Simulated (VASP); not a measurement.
All values below come from PBEsol GGA, VASP's PBE PAW potentials (set 64) (plane waves; VASP).

A VASP calculation is set up with these files.

### KPOINTS
```
Automatic mesh
0
Gamma
13 13 13
0 0 0
```

**INCAR**
```
ALGO = Normal
EDIFF = 1E-6
EDIFFG = -0.01
ENCUT = 400
GGA = PS
IBRION = 2
ISIF = 3
ISMEAR = 1
LASPH = T
LCHARG = F
LREAL = F
LWAVE = F
NELM = 100
NSW = 60
PREC = Accurate
SIGMA = 0.1
SYSTEM = P
```

POSCAR:
```
P
1
    2.4276447129     0.0000000000    -0.0000000000
   -0.0000000000     2.4276447129    -0.0000000000
    0.0000000000     0.0000000000     2.4276447129
P
1
Direct
  0.0000000000   0.0000000000   1.0000000000
```

POTCAR, in this order: P (PBE.64 set). Program: vasp_std.

**Question.** Predict the energy per atom (σ→0), volume per atom, band gap (on the k-mesh).

**Answer.** 
The energy per atom (σ→0) comes out as -5.775 eV/atom. The band gap (on the k-mesh) is none (metal, semimetal or under 0.01 eV) and the volume per atom is 14.22 Å^3/atom.

### OSZICAR
```
...
DAV:   4    -0.577475797762E+01   -0.20790E-06   -0.11928E-06  1332   0.119E-02
   2 F= -.57747580E+01 E0= -.57747005E+01  d E =-.109111E-03
       N       E                     dE             d eps       ncg     rms          rms(c)
DAV:   1    -0.577495772801E+01   -0.19996E-03   -0.36114E-03  1080   0.401E-01    0.713E-02
DAV:   2    -0.577489049888E+01    0.67229E-04   -0.53672E-05  1146   0.644E-02    0.382E-02
DAV:   3    -0.577485952876E+01    0.30970E-04   -0.62670E-05  1170   0.517E-02    0.107E-02
DAV:   4    -0.577485931510E+01    0.21366E-06   -0.19227E-07   882   0.483E-03
   3 F= -.57748593E+01 E0= -.57748047E+01  d E =-.210448E-03
```

The structure was generated: P was put into the simple-cubic type (Pm-3m), which need not be its known phase. This run relaxes it. Symmetry was kept, so distortions that lower it aren't found. The start is the result of an earlier pass.
